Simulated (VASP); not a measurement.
VASP runs on MnO (space group Fm-3m) share one base input (LDA (Ceperley-Alder, Perdew-Zunger), plane waves, VASP's LDA PAW potentials (set 64)) and change the settings named in each case.

File POSCAR:
```
MnO
1
    4.4400000000     2.2200000000     2.2200000000
    2.2200000000     4.4400000000     2.2200000000
    2.2200000000     2.2200000000     4.4400000000
Mn O
2 2
Direct
  0.0000000000   0.0000000000   0.0000000000
  0.5000000000   0.5000000000   0.5000000000
  0.2500000000   0.2500000000   0.2500000000
  0.7500000000   0.7500000000   0.7500000000
```

**INCAR**
```
SYSTEM = MnO
PREC = Accurate; ENCUT = 400; LREAL = F
LASPH = T
EDIFF = 1E-6; NELM = 100; ALGO = Normal
LMAXMIX = 4
ISMEAR = -1; SIGMA = 0.02
MAGMOM = 5.0 -5.0 2*0.0
ISPIN = 2
ISIF = 2
LWAVE = F; LCHARG = F; LORBIT = 11
```

### KPOINTS
```
Automatic mesh
0
Gamma
5 5 5
0 0 0
```

POTCAR, in this order: Mn_pv O (LDA.64 set). Program: vasp_std.

```csv
change,E(σ→0) (eV/atom),pressure (GPa)
base run,-8.8573,-19.22
"GGA = PS, POTCAR Mn_pv O (PBE.64 set)",-8.6827,(withheld)
KPOINTS 4×4×4 Γ-centred mesh,-8.8536,-19.13
"LDAU = .TRUE., LDAUJ = 0 0, LDAUL = 2 -1, LDAUTYPE = 2, LDAUU = 5.0 0",-8.1834,-11.59
```

**Question.** Complete the blanks.

**Answer.** 
- GGA = PS, POTCAR Mn_pv O (PBE.64 set), pressure (GPa): -12.26

Energies of different potentials or functionals have different zeros.  At 400 eV the pressure can carry a Pulay error.

Left out are runs that ran out of time, are held back, or changed the cell or the kind of run, fixed moments of cells without a moment, rows past the twelfth, gaps on odd meshes, pressures of charged cells and columns that move by less than the noise.

The structure is a typed MnO crystal (Fm-3m). The cell was not relaxed at this level. The spin order is the one that the start imposed; others were not tried in this run.
